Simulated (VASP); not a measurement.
Here is the system:

```
C
1.0
    1.22083    -2.11453     0.00000
    1.22083     2.11453     0.00000
    0.00000     0.00000     6.88215
C
4
Cartesian
  0.00000   0.00000   1.72054
  0.00000   0.00000   5.16161
  1.22083   0.70484   1.72054
  1.22083  -0.70484   5.16161
```

These are PBE GGA with D3 dispersion (zero damping), VASP's PBE PAW potentials (set 64) (plane waves; VASP 6.6.1) values and carry that method's errors. Run with 520 eV cut-off, 10×10×3 Γ-centred mesh, Gaussian smearing of 0.050 eV, potentials C.

The ions and cell shape at fixed volume are relaxed. Which structure does the run end with?

```
C
1.0
    1.23227    -2.13436     0.00000
    1.23227     2.13436     0.00000
    0.00000     0.00000     6.75486
C
4
Cartesian
  0.00000   0.00000   1.68872
  0.00000   0.00000   5.06615
  1.23227   0.71145   1.68872
  1.23227  -0.71145   5.06615
```
Space group P6_3/mmc (194), at a tolerance of 0.03 Å.

How much energy does the relaxation gain?

The energy (σ→0) changes by -6.6 meV/atom, in 3 ionic steps.

| step | E(σ→0) (eV) | max force (eV/Å) | pressure (GPa) | volume (Å³) |
|---|---|---|---|---|
| 1 | -37.2093 | 0.000 | 8.94 | 35.53 |
| 2 | -37.2343 | 0.000 | -0.88 | 35.53 |
| 3 | -37.2359 | 0.000 | 0.99 | 35.53 |

The compound is C in the graphite structure. This cell is one point of a volume scan, at 0.97 of the reference volume. Symmetry was kept, so distortions that lower it aren't found.
